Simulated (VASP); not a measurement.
Data:

```yaml
crystal:
  lattice:
    - [4.30140, 0.00000, 0.00000]
    - [0.00000, 4.30140, 0.00000]
    - [0.00000, 0.00000, 4.30140]
  atoms:
    - { symbol: Cs, position: [0.00000, 0.00000, 0.00000] }
    - { symbol: Br, position: [0.50000, 0.50000, 0.50000] }
```

Method: vdW-DF-cx, VASP's PBE PAW potentials (set 64) (plane waves; VASP 6.6.1). Numerical set-up: 520 eV cut-off, 6×6×6 Γ-centred mesh, Gaussian smearing of 0.050 eV, potentials Cs_sv Br.

Unless said otherwise, spin-orbit coupling is left out, though it shifts the bands of the heavy elements here.

Task: What does the run give for the energy per atom (σ→0), band gap (on the k-mesh) with the smallest direct gap where there is one?

Result: 
```
Item                                        Result
-----------------------------------  -------------
band gap (on the k-mesh)                   4.48 eV
smallest direct gap (on the k-mesh)        4.48 eV
energy per atom (σ→0)                -806 meV/atom
```

Only differences to runs with the same potentials and settings are physical.

The compound is CsBr in the CsCl type structure. This cell is one point of a volume scan, at 1.03 of the reference volume.
